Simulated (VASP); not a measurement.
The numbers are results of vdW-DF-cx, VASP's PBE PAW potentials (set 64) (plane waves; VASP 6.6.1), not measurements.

The input files of a VASP run:

### POSCAR
```
PtS2
1.0
  1.7897871980  -3.1000024344   0.0000000000
  1.7897871980   3.1000024344   0.0000000000
  0.0000000000   0.0000000000   4.7110884377
Pt S
1 2
Direct
  0.0000000000   0.0000000000   0.0000000000
  0.3333330000   0.6666670000   0.2570426776
  0.6666670000   0.3333330000   0.7429573224
```

### INCAR
```
SYSTEM=PtS2
PREC=Accurate; ENCUT=520; LREAL=F
LASPH=T
EDIFF=1E-6; NELM=100; ALGO=Normal
LMAXMIX=6
ISMEAR=1; SIGMA=0.1
GGA=CX; LUSE_VDW=T; AGGAC=0.0
IBRION=2; NSW=60; ISIF=3
EDIFFG=-0.02
LWAVE=F; LCHARG=F
```

**KPOINTS**
```
K-points
0
gamma
  9 9 6
```

POTCAR, in this order: Pt S (PBE.64 set). Program: vasp_std.

Output

OSZICAR:
```
       N       E                     dE             d eps       ncg     rms          rms(c)
DAV:   1     0.118082293165E+03    0.11808E+03   -0.10609E+04  1900   0.131E+03
DAV:   2    -0.686559149645E+01   -0.12495E+03   -0.12222E+03  2406   0.247E+02
DAV:   3    -0.117553423281E+02   -0.48898E+01   -0.48662E+01  2343   0.527E+01
DAV:   4    -0.118061266066E+02   -0.50784E-01   -0.50771E-01  2420   0.592E+00
DAV:   5    -0.118069589731E+02   -0.83237E-03   -0.83235E-03  2413   0.725E-01    0.184E+01
DAV:   6    -0.107956982530E+02    0.10113E+01   -0.78384E+00  1867   0.287E+01    0.125E+01
DAV:   7    -0.105517411978E+02    0.24396E+00   -0.13954E+00  1888   0.131E+01    0.576E+00
DAV:   8    -0.105326405708E+02    0.19101E-01   -0.89970E-02  2161   0.225E+00    0.138E+00
DAV:   9    -0.105278485482E+02    0.47920E-02   -0.12431E-02  2182   0.126E+00    0.265E-01
DAV:  10    -0.105279648062E+02   -0.11626E-03   -0.18039E-03  2252   0.311E-01    0.708E-02
DAV:  11    -0.105279887449E+02   -0.23939E-04   -0.44659E-05  2343   0.598E-02    0.431E-02
DAV:  12    -0.105279905296E+02   -0.17847E-05   -0.57059E-06  2252   0.237E-02    0.122E-02
DAV:  13    -0.105279913459E+02   -0.81632E-06   -0.13510E-06  1672   0.954E-03
   1 F= -.10527991E+02 E0= -.10528334E+02  d E =-.105280E+02
       N       E                     dE             d eps       ncg     rms          rms(c)
DAV:   1    -0.105285542785E+02   -0.56375E-03   -0.11378E-02  1916   0.964E-01    0.155E-01
DAV:   2    -0.105281020304E+02    0.45225E-03   -0.19841E-03  1965   0.512E-01    0.101E-01
DAV:   3    -0.105280288273E+02    0.73203E-04   -0.14271E-04  2140   0.137E-01    0.375E-02
DAV:   4    -0.105280115189E+02    0.17308E-04   -0.10661E-04  1972   0.611E-02    0.173E-02
DAV:   5    -0.105280107579E+02    0.76099E-06   -0.29742E-06  2038   0.167E-02
   2 F= -.10528011E+02 E0= -.10528354E+02  d E =-.194120E-04
       N       E                     dE             d eps       ncg     rms          rms(c)
DAV:   1    -0.105280793606E+02   -0.67842E-04   -0.13249E-03  1930   0.330E-01    0.524E-02
DAV:   2    -0.105280270979E+02    0.52263E-04   -0.23999E-04  1979   0.178E-01    0.348E-02
DAV:   3    -0.105280186582E+02    0.84397E-05   -0.17015E-05  2049   0.477E-02    0.128E-02
DAV:   4    -0.105280170091E+02    0.16491E-05   -0.11982E-05  1979   0.203E-02    0.580E-03
DAV:   5    -0.105280171551E+02   -0.14600E-06   -0.31313E-07  1028   0.577E-03
   3 F= -.10528017E+02 E0= -.10528360E+02  d E =-.258092E-04
```

OUTCAR:
```
------------------------ aborting loop because EDIFF is reached ----------------------------------------
  FORCE on cell =-STRESS in cart. coord.  units (eV):
  Direction    XX          YY          ZZ          XY          YZ          ZX
  --------------------------------------------------------------------------------------
  Total       -0.0297489     -0.0297489      0.0184258      0.0000000      0.0000000      0.0000000
  in kB       -0.9106258     -0.9106258      0.5640218      0.0000000      0.0000000      0.0000000
  external PRESSURE =      -0.4190766 kB  Pullay stress =       0.0000000 kB
  volume of cell :       52.34
      direct lattice vectors                 reciprocal lattice vectors
     1.790305588 -3.100900312 -0.000000000     0.279281930 -0.161243494  0.000000000
     1.790305588  3.100900312  0.000000000     0.279281930  0.161243494  0.000000000
    -0.000000000  0.000000000  4.714069735     0.000000000 -0.000000000  0.212130931
 POSITION                                       TOTAL-FORCE (eV/Angst)
 -----------------------------------------------------------------------------------
      0.00000      0.00000      0.00000        -0.000000      0.000000      0.000000
      1.79031      1.03364      1.21152        -0.000000      0.000000     -0.018568
      1.79031     -1.03364      3.50255         0.000000     -0.000000      0.018568
 -----------------------------------------------------------------------------------
    total drift:                                0.000000     -0.000000      0.000000
  FREE ENERGIE OF THE ION-ELECTRON SYSTEM (eV)
  ---------------------------------------------------
  free  energy   TOTEN  =       -10.5280171551 eV

  energy  without entropy=      -10.5290461147  energy(sigma->0) =      -10.52836014

 reached required accuracy - stopping structural energy minimisation
```
(Selected blocks of OUTCAR.)

### CONTCAR
```
PtS2
   1.00000000000000
     1.7903055876880736   -3.1009003117410572   -0.0000000000000000
     1.7903055876880736    3.1009003117410572    0.0000000000000000
    -0.0000000000000000    0.0000000000000000    4.7140697353212593
  Pt              S
     1     2
Direct
     0.0000000000000000    0.0000000000000000    0.0000000000000000
     0.3333330000000032    0.6666669999999968    0.2570010423099409
     0.6666669999999968    0.3333330000000032    0.7429989576900591
```

The compound is PtS2 in the 1T layered structure. This run relaxes it. Symmetry was kept, so distortions that lower it aren't found. The start is the result of an earlier pass.
